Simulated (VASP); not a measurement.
Input:

```xyz
3
Lattice="1.8804 -3.2570 0.0000 1.8804 3.2570 0.0000 0.0000 0.0000 6.1427" Properties=species:S:1:pos:R:3 pbc="T T T"
Zr     0.0000     0.0000     0.0000
Se     1.8804     1.0857     1.5903
Se     1.8804    -1.0857     4.5524
```

Calculation: PBE GGA with D4 dispersion, VASP's PBE PAW potentials (set 64) (plane waves; VASP). Settings: 520 eV cut-off, 8×8×4 Γ-centred mesh, tetrahedra with Blöchl corrections, potentials Zr_sv Se.

The cores are frozen, which limits the accuracy of field gradients.

Question: Give the principal components of the electric field gradient (V/Å²) and the asymmetry η at each nucleus.

Answer: 
```json
[
 {"atom": "Zr1", "Vxx": "14.7", "Vyy": "14.7", "Vzz": "-29.4", "η": "0.00"},
 {"atom": "Se2", "Vxx": "-3.1", "Vyy": "-3.1", "Vzz": "6.2", "η": "0.00"},
 {"atom": "Se3", "Vxx": "-3.1", "Vyy": "-3.1", "Vzz": "6.2", "η": "0.00"}
]
```

The compound is ZrSe2 in the 1T layered structure. It was relaxed first.
